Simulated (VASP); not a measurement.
Calculation: PBE GGA, VASP's PBE PAW potentials (set 64) (plane waves; VASP).

The input files of a VASP run:

### POSCAR
```
TiC
1
    0.0000000000     2.1528666296     2.1528666296
    2.1528666296     0.0000000000     2.1528666296
    2.1528666296     2.1528666296    -0.0000000000
Ti C
1 1
Direct
  0.0000000000   0.0000000000   0.0000000000
  0.5000000000   0.5000000000   0.5000000000
```

**INCAR**
```
! general
SYSTEM   =  TiC
PREC     =  Accurate
ENCUT    =  620   ! plane-wave cut-off (eV)
LREAL    =  .FALSE.   ! projection in real space or not
LASPH    =  .TRUE.   ! aspherical one-centre terms

! electronic loop
EDIFF    =  1E-6   ! SCF stop (eV)
NELM     =  100   ! most electronic steps
ALGO     =  Normal
LMAXMIX  =  4   ! l cut-off of mixed one-centre charges

! smearing
ISMEAR   =  1   ! Methfessel-Paxton
SIGMA    =  0.1   ! width (eV)

! functional
GGA      =  PE   ! PBE

! ions
IBRION   =  2   ! conjugate gradients
NSW      =  40
ISIF     =  3   ! ions, shape and volume
EDIFFG   =  -0.02
PSTRESS  =  50   ! kbar

! output
LWAVE    =  .FALSE.
LCHARG   =  .FALSE.
```

File KPOINTS:
```
Automatic mesh
0
Gamma
15 15 15
0 0 0
```

POTCAR, in this order: Ti_sv C (PBE.64 set). Program: vasp_std.

Output of the run:

### OSZICAR
```
       N       E                     dE             d eps       ncg     rms          rms(c)
DAV:   1     0.130553960802E+03    0.13055E+03   -0.93688E+03  2880   0.180E+03
DAV:   2    -0.134655104736E+02   -0.14402E+03   -0.13715E+03  3016   0.412E+02
DAV:   3    -0.237569707871E+02   -0.10291E+02   -0.98450E+01  3868   0.103E+02
DAV:   4    -0.242534929529E+02   -0.49652E+00   -0.49590E+00  3752   0.212E+01
DAV:   5    -0.242678544254E+02   -0.14361E-01   -0.14360E-01  3836   0.322E+00    0.191E+01
DAV:   6    -0.193152527279E+02    0.49526E+01   -0.31320E+01  3408   0.707E+01    0.703E+00
DAV:   7    -0.187351894924E+02    0.58006E+00   -0.44995E+00  3424   0.278E+01    0.506E+00
DAV:   8    -0.187029019265E+02    0.32288E-01   -0.14953E-01  3028   0.533E+00    0.288E+00
DAV:   9    -0.187075478667E+02   -0.46459E-02   -0.12470E-01  3240   0.441E+00    0.821E-01
DAV:  10    -0.187044234076E+02    0.31245E-02   -0.15726E-02  4152   0.184E+00    0.541E-01
DAV:  11    -0.187032443296E+02    0.11791E-02   -0.57921E-03  3100   0.119E+00    0.114E-01
DAV:  12    -0.187032287323E+02    0.15597E-04   -0.41320E-04  3188   0.314E-01    0.315E-02
DAV:  13    -0.187032143104E+02    0.14422E-04   -0.28205E-05  4292   0.788E-02    0.104E-02
DAV:  14    -0.187032125475E+02    0.17630E-05   -0.14599E-06  2568   0.124E-02    0.211E-03
DAV:  15    -0.187032124994E+02    0.48102E-07   -0.28327E-07  1528   0.750E-03
   1 F= -.18080424E+02 E0= -.18080321E+02  d E =-.180804E+02
```

OUTCAR:
```
------------------------ aborting loop because EDIFF is reached ----------------------------------------
  FORCE on cell =-STRESS in cart. coord.  units (eV):
  Direction    XX          YY          ZZ          XY          YZ          ZX
  --------------------------------------------------------------------------------------
  Total        0.6195310      0.6195310      0.6195310      0.0000000      0.0000000     -0.0000000
  in kB       49.7384515     49.7384515     49.7384515      0.0000000      0.0000000     -0.0000000
  external PRESSURE =      -0.2615485 kB  Pullay stress =      50.0000000 kB
  volume of cell :       19.96
      direct lattice vectors                 reciprocal lattice vectors
     0.000000000  2.152866630  2.152866630    -0.232248479  0.232248479  0.232248479
     2.152866630  0.000000000  2.152866630     0.232248479 -0.232248479  0.232248479
     2.152866630  2.152866630  0.000000000     0.232248479  0.232248479 -0.232248479
 POSITION                                       TOTAL-FORCE (eV/Angst)
 -----------------------------------------------------------------------------------
      0.00000      0.00000      0.00000        -0.000000      0.000000     -0.000000
      2.15287      2.15287      2.15287         0.000000     -0.000000      0.000000
 -----------------------------------------------------------------------------------
    total drift:                               -0.000000      0.000000      0.000000
  FREE ENERGIE OF THE ION-ELECTRON SYSTEM (eV)
  ---------------------------------------------------
  free  energy   TOTEN  =       -18.7032124994 eV

  energy  without entropy=      -18.7029035761  energy(sigma->0) =      -18.70310952
  enthalpy is  TOTEN    =       -18.0804236965 eV   P V=        0.6227888028

 reached required accuracy - stopping structural energy minimisation
```
(Selected blocks of OUTCAR.)

The compound is TiC in the rock salt structure. It was relaxed first under an external pressure of 5 GPa.
